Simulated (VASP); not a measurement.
Level of theory: RPBE GGA, VASP's PBE PAW potentials (set 64) (plane waves; VASP 6.6.1).

VASP input:

KPOINTS:
```
Automatic
0
gamma
  11 11 11
0 0 0
```

### INCAR
```
# general
SYSTEM  =  BP
PREC    =  Accurate
ENCUT   =  520
LREAL   =  F
LASPH   =  T

# electronic loop
EDIFF   =  1E-7
NELM    =  100
ALGO    =  Normal

# smearing
ISMEAR  =  -5

# functional
GGA     =  RP

# ions
ISIF    =  2

# output
LWAVE   =  F
LCHARG  =  T
LORBIT  =  11
NEDOS   =  601
```

POSCAR:
```
BP
1.0
  0.0000000000   2.2853759767   2.2853759767
  2.2853759767   0.0000000000   2.2853759767
  2.2853759767   2.2853759767   0.0000000000
B P
1 1
direct
  0.0000000000   0.0000000000   0.0000000000
  0.2500000000   0.2500000000   0.2500000000
```

POTCAR, in this order: B P (PBE.64 set). Program: vasp_std.

Q: What does the run give for the energy per atom (σ→0)?

A: 
The energy per atom (σ→0) is -6.138 eV/atom.

### OSZICAR
```
...
DAV:   7    -0.122787108111E+02    0.75218E-01   -0.24185E-01  1368   0.299E+00    0.135E+00
DAV:   8    -0.122741171182E+02    0.45937E-02   -0.24199E-02   944   0.115E+00    0.190E-01
DAV:   9    -0.122747884726E+02   -0.67135E-03   -0.80213E-04  1240   0.247E-01    0.803E-02
DAV:  10    -0.122751437967E+02   -0.35532E-03   -0.53520E-04  1040   0.189E-01    0.297E-02
DAV:  11    -0.122751629029E+02   -0.19106E-04   -0.41170E-05  1256   0.522E-02    0.233E-02
DAV:  12    -0.122751651516E+02   -0.22486E-05   -0.35695E-06   992   0.172E-02    0.392E-03
DAV:  13    -0.122751651974E+02   -0.45875E-07   -0.57687E-08  1216   0.219E-03
   1 F= -.12275165E+02 E0= -.12275165E+02  d E =0.000000E+00
```

The compound is BP in the zinc blende structure. It was relaxed first.
